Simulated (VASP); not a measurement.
Here is a VASP 6.6.1 calculation.

Contents of INCAR:

```
SYSTEM = BeCdO2
PREC = Normal
ENCUT = 520
EDIFF = 1E-4
ISMEAR = 0
SIGMA = 0.15
LREAL = .FALSE.
LASPH = .TRUE.
NELM = 60
ALGO = Fast
ISIF = 3
LWAVE = .FALSE.
LCHARG = .FALSE.
GGA = PE
IBRION = 2
NSW = 24
EDIFFG = -0.08
KPAR = 4
```

KPOINTS

```
regular mesh
0
G
  5 5 3
  0 0 0
```

POSCAR

```
BeCdO2
1.0
    3.1759815600      0.0000000000      0.0000000000
    0.0000000000      3.1759815600      0.0000000000
    0.0000000000      0.0000000000      5.3057618700
Be Cd O
1 1 2
Direct
    0.5000000000      0.5000000000      0.0000000000
    0.5000000000      0.5000000000      0.5000000000
    0.0000000000      0.5000000000      0.0000000000
    0.5000000000      0.0000000000      0.0000000000
```

Potentials or basis: VASP PAW PBE potentials, release 64 (Be, Cd, O).

Launch:

```console
$ cat potpaw_PBE.64/Be/POTCAR potpaw_PBE.64/Cd/POTCAR potpaw_PBE.64/O/POTCAR > POTCAR
$ mpirun -np 4 vasp_std > vasp.out
```

(1) What does it give for the band gap on the k mesh?

(2) Predict the relaxed cell.

Answers

(1) none (metal or under the smearing width).

(2) a = 3.214 Å, b = 3.214 Å, c = 5.789 Å, α = 90.00°, β = 90.00°, γ = 90.00°.

Caveat: the k mesh is coarse (spacing up to 0.40 Å⁻¹), so the values aren't converged.
